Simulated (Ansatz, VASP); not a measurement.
# Be2ZnSe3: VASP beside Ansatz

```xyz
6
Lattice="3.8689 0.0000 0.0000 -1.9345 3.3506 0.0000 0.0000 0.0000 9.5011" Properties=species:S:1:pos:R:3 pbc="T T T"
Be    0.0000    0.0000    0.0722
Be    1.9345    1.1169    3.0777
Zn    0.0000    2.2337    6.3145
Se    0.0000    0.0000    7.3084
Se    0.0000    2.2337    3.8042
Se    1.9345    1.1169    0.8005
```

Alike in both runs: functional PBE; k mesh 12 × 12 × 4; occupations gaussian, width 0.02 eV; no spin polarisation.

Ansatz relaxed the structure, and its values are those at the end. VASP's run is a single point on that final structure, the one shown.

|  | VASP | Ansatz |
| --- | --- | --- |
| version | VASP 6.6.1 | Ansatz 0.2.0 |
| potentials or method | VASP PAW PBE potentials, release 64 (Be, Zn, Se) | scalar-relativistic, plane waves, PAW |
| plane-wave cutoff (eV) | 520 | 420 |
| valence electrons in the cell | 34 | 64 |

```csv
,VASP,Ansatz,Ansatz less VASP
gap on the k mesh at the Fermi level (eV),2.28,2.28,0.000
least direct gap on the mesh (eV),2.28,2.28,0.000
pressure (GPa),-3.3,-3.5,-0.15
rms of the force components (eV/Å),0.004,0.001,-0.0033
```

The two sets of potentials don't hold the same shells in valence.

A k mesh can miss the band edges. Expect the measured gap to be larger: semilocal functionals such as PBE lack the derivative discontinuity.
